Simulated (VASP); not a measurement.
## TiCrAs2 (space group P-3m1): computed properties

All values below come from PBEsol GGA, VASP's PBE PAW potentials (set 64) (plane waves; VASP).

```json
{
  "space_group": "P-3m1 (164)",
  "cell": "a = 3.589 Å, b = 3.589 Å, c = 5.826 Å, α = 90.00°, β = 90.00°, γ = 120.00°",
  "volume_per_atom": "16.25 Å³/atom",
  "band gap (over mesh and band path)": "none (metal, semimetal or under 0.01 eV)",
  "cell_moment": "2.41 μB",
  "band_gap_with_spin_orbit_coupling": "none (metallic)",
  "density": "6.38 g/cm³"
}
```

```
CELL_PARAMETERS angstrom
      3.58867     0.00000     0.00000
     -1.79433     3.10788     0.00000
      0.00000     0.00000     5.82620
ATOMIC_POSITIONS crystal
  Ti 0.00000 0.00000 0.00000
  Cr 0.00000 0.00000 0.50000
  As 0.66667 0.33333 0.26553
  As 0.33333 0.66667 0.73447
```

The run has a spin-polarised start.

The structure comes from a computed database's TiCrAs2 entry (P-3m1); how it stands against other phases isn't given here. It was relaxed first. Symmetry was kept, so distortions that lower it aren't found.
